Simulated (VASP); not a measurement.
RhPb, 6 atoms in the cell. The structure is hexagonal, space group P6/mmm (No. 191). The conventional cell has a = 5.601 Å, b = 5.601 Å, c = 4.368 Å, α = 90.00°, β = 90.00°, γ = 120.00°. Rh (site symmetry mmm) is surrounded by 6 Pb at 2.72 to 2.80 Å and 4 Rh at 2.80 Å. Pb (site symmetry -6m2) is surrounded by 6 Rh at 2.72 Å. Pb (site symmetry 6/mmm) has 6 Rh at 2.80 Å as nearest neighbours. 

| Item | Value |
| --- | --- |
| Program | VASP 6.6.1 |
| Task | single point |
| Functional | PBEsol |
| Potentials or basis | VASP PAW PBE potentials, release 64 (Rh_pv, Pb_d) |
| Cutoff | 520 eV |
| k mesh | 6 × 6 × 6 |
| Occupations | methfessel-paxton, width 0.05 eV |
| Spin | no spin polarisation |
| Dipole correction | no |
| Further INCAR settings | ALGO = Fast; EDIFF = 1e-07; NBANDS = 52 |

Potentials or basis: VASP PAW PBE potentials, release 64 (Rh_pv, Pb_d).

The run is started by

```console
$ cat potpaw_PBE.64/Rh_pv/POTCAR potpaw_PBE.64/Pb_d/POTCAR > POTCAR
$ mpirun -np 1 vasp_std > vasp.out
```

Hardware: 1 thread of Intel(R) Xeon(R) 6975P-C (Granite Rapids) (shared host).

Q: Estimate the wall time of this run.

A: It took 92 s on 1 thread of Intel(R) Xeon(R) 6975P-C (Granite Rapids) (shared host), peak memory 0.3 GiB. Counts: scf iterations 17, k points 28.
